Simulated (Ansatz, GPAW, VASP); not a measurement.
## PdAl3: energy against volume and a worked fit

The structure is cubic, space group Pm-3m (No. 221). The conventional cell has a = 3.947 Å, b = 3.947 Å, c = 3.947 Å, α = 90.00°, β = 90.00°, γ = 90.00°. Pd (site symmetry m-3m) has 12 Al at 2.79 Å as nearest neighbours. Al (site symmetry 4/mmm) has 4 Pd at 2.79 Å and 8 Al at 2.79 Å as nearest neighbours.

The cell comes from a database or a generator and needn't be the stable form of this composition.

The cell was scaled at fixed shape and fractions and run with GPAW, PAW data sets generated for this functional, cutoff 600 eV; PBEsol, k mesh 7 × 7 × 7 on the cell of 4 atoms, fermi-dirac occupations of 0.05 eV, no spin polarisation, no spin-orbit coupling. Energies are those that the program minimises, any entropy of the smearing included. For a metal such a mesh isn't converged to the digits shown.

```tsv
V (Å³/atom)	energy over the lowest row (meV/atom)
14.4491	13.47
14.7565	4.08
15.0639	0.00
15.3713	0.67
15.6788	5.57
15.9862	?
16.2936	26.35
```

**Question.** Fit the third-order Birch-Murnaghan form, give V0, B0 and B′, and predict the energy left open.

**Answer.** With y = (V0/V)^(2/3), E = E0 + (9 V0 B0/16) [(y - 1)³ B′ + (y - 1)² (6 - 4y)]. Least squares through the rows shown give V0 = 15.1709 Å³/atom, E0 = -0.28 meV, B0 = 117.2 GPa (1 eV/Å³ = 160.218 GPa) and B′ = 4.55, with a largest miss of 0.01 meV. At V = 15.9862 the form with these constants gives 14.27 meV; the run gave 14.27 meV an atom. Other set-ups at this level, from all their volumes (Å³/atom, GPa): Ansatz, all-electron LAPW, scalar-relativistic: V0 15.116, B0 117.2; VASP, PBE PAW files Al, Pd, 520 eV (made for PBE): V0 15.129, B0 117.5.

The minimum lies at a slightly smaller volume than the starting cell, and the energy rises more steeply on compression than on expansion, as B′ = 4.55 expresses. Squeezing the lattice raises the kinetic energy of the Al sp electrons and the overlap repulsion with the nearly filled Pd d shell, whereas stretching it gradually weakens the metallic and Pd d-Al sp bonding. A bulk modulus of 117.2 GPa falls between those of soft elemental Al and much stiffer Pd, as expected for an Al-rich compound whose d states contribute to cohesion.

The predicted energy matches the run, but the omitted volume lies inside the fitted range, so this confirms a smooth curve and a sound interpolation, not the accuracy of the functional or the behaviour under strong compression. The three set-ups agree closely on stiffness and differ slightly in equilibrium volume, probably through their treatment of the core. Because only uniform scaling was sampled, the positive bulk modulus doesn't establish resistance to shear.
